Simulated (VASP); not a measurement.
Computed with TPSS meta-GGA, VASP's PBE PAW potentials (set 64) (plane waves; VASP 6.6.1).

The input files of a VASP run:

**INCAR**
```
# general
SYSTEM  = AlN
PREC    = Accurate
ENCUT   = 520   # plane-wave cut-off (eV)
LREAL   = F   # projection in real space or not
LASPH   = T   # aspherical one-centre terms

# electronic loop
EDIFF   = 1E-7
NELM    = 100
ALGO    = Normal   # blocked Davidson
LMIXTAU = T

# smearing
ISMEAR  = 0   # Gaussian
SIGMA   = 0.05   # width (eV)

# functional
METAGGA = TPSS

# ions
IBRION  = 2   # conjugate gradients
NSW     = 30   # most ionic steps
ISIF    = 4   # ions and shape, fixed volume
EDIFFG  = -0.01

# output
LWAVE   = F
LCHARG  = F
```

**KPOINTS**
```
Automatic mesh
0
Gamma
8 8 5
0 0 0
```

File POSCAR:
```
AlN
1
    1.5600912694    -2.7021573372     0.0000000000
    1.5600912694     2.7021573372     0.0000000000
    0.0000000000     0.0000000000     4.9958740064
Al N
2 2
Direct
  0.6666670000   0.3333330000   0.5000403030
  0.3333330000   0.6666670000   0.0000403030
  0.6666670000   0.3333330000   0.8819596970
  0.3333330000   0.6666670000   0.3819596970
```

POTCAR, in this order: Al N (PBE.64 set). Program: vasp_std.

What VASP printed:

### OSZICAR
```
       N       E                     dE             d eps       ncg     rms          rms(c)
DAV:   1     0.971512266187E+02    0.97151E+02   -0.77026E+03   720   0.133E+03
DAV:   2    -0.279613903503E+02   -0.12511E+03   -0.11479E+03  1268   0.363E+02
DAV:   3    -0.359408164482E+02   -0.79794E+01   -0.79006E+01   984   0.925E+01
DAV:   4    -0.361935224696E+02   -0.25271E+00   -0.25215E+00  1172   0.214E+01
DAV:   5    -0.361957383045E+02   -0.22158E-02   -0.22152E-02   988   0.206E+00    0.120E+01
DAV:   6    -0.424031905938E+02   -0.62075E+01   -0.12268E+01   728   0.477E+01    0.512E+00
DAV:   7    -0.412684857014E+02    0.11347E+01   -0.34861E+00   832   0.163E+01    0.201E+00
DAV:   8    -0.421677751685E+02   -0.89929E+00   -0.32178E-01   784   0.670E+00    0.142E+00
DAV:   9    -0.416832265413E+02    0.48455E+00   -0.14164E-01   724   0.406E+00    0.748E-01
DAV:  10    -0.421061246668E+02   -0.42290E+00   -0.21830E-01   720   0.526E+00    0.199E-01
DAV:  11    -0.421639058761E+02   -0.57781E-01   -0.22315E-02   888   0.140E+00    0.211E-01
DAV:  12    -0.421594950687E+02    0.44108E-02   -0.98615E-04   864   0.317E-01    0.160E-01
DAV:  13    -0.421767350352E+02   -0.17240E-01   -0.96554E-03   720   0.120E+00    0.624E-02
DAV:  14    -0.421779081730E+02   -0.11731E-02   -0.11478E-03   720   0.363E-01    0.264E-02
DAV:  15    -0.421779284809E+02   -0.20308E-04   -0.14490E-05   940   0.439E-02    0.186E-02
DAV:  16    -0.421779812287E+02   -0.52748E-04   -0.19717E-05   724   0.492E-02    0.111E-02
DAV:  17    -0.421779728964E+02    0.83323E-05   -0.76813E-06   724   0.319E-02    0.542E-03
DAV:  18    -0.421779841837E+02   -0.11287E-04   -0.28578E-06   844   0.175E-02    0.150E-03
DAV:  19    -0.421779809546E+02    0.32291E-05   -0.39029E-07   828   0.749E-03    0.712E-04
DAV:  20    -0.421779832612E+02   -0.23066E-05   -0.19650E-07   720   0.526E-03    0.594E-04
DAV:  21    -0.421779823767E+02    0.88450E-06   -0.30697E-08   360   0.186E-03    0.371E-04
DAV:  22    -0.421779825059E+02   -0.12918E-06   -0.10835E-08   360   0.151E-03    0.144E-04
DAV:  23    -0.421779820821E+02    0.42380E-06   -0.26969E-09   360   0.577E-04    0.849E-05
DAV:  24    -0.421779819915E+02    0.90621E-07   -0.26246E-10   360   0.217E-04
   1 F= -.42177982E+02 E0= -.42177982E+02  d E =-.421780E+02
```

File OUTCAR:
```
------------------------ aborting loop because EDIFF is reached ----------------------------------------
  FORCE on cell =-STRESS in cart. coord.  units (eV):
  Direction    XX          YY          ZZ          XY          YZ          ZX
  --------------------------------------------------------------------------------------
  Total       -0.0109272     -0.0109272      0.0333829      0.0000000      0.0000000      0.0000000
  in kB       -0.4156399     -0.4156399      1.2697933      0.0000000      0.0000000      0.0000000
  external PRESSURE =       0.1461712 kB  Pullay stress =       0.0000000 kB
  volume of cell :       42.12
      direct lattice vectors                 reciprocal lattice vectors
     1.560091269 -2.702157337  0.000000000     0.320494070 -0.185037338  0.000000000
     1.560091269  2.702157337  0.000000000     0.320494070  0.185037338  0.000000000
     0.000000000  0.000000000  4.995874006     0.000000000  0.000000000  0.200165176
  FREE ENERGIE OF THE ION-ELECTRON SYSTEM (eV)
  ---------------------------------------------------
  free  energy   TOTEN  =       -42.1779819915 eV

  energy  without entropy=      -42.1779819914  energy(sigma->0) =      -42.17798199

 reached required accuracy - stopping structural energy minimisation
```
(Selected blocks of OUTCAR.)

The compound is AlN in the wurtzite structure. It was relaxed first.
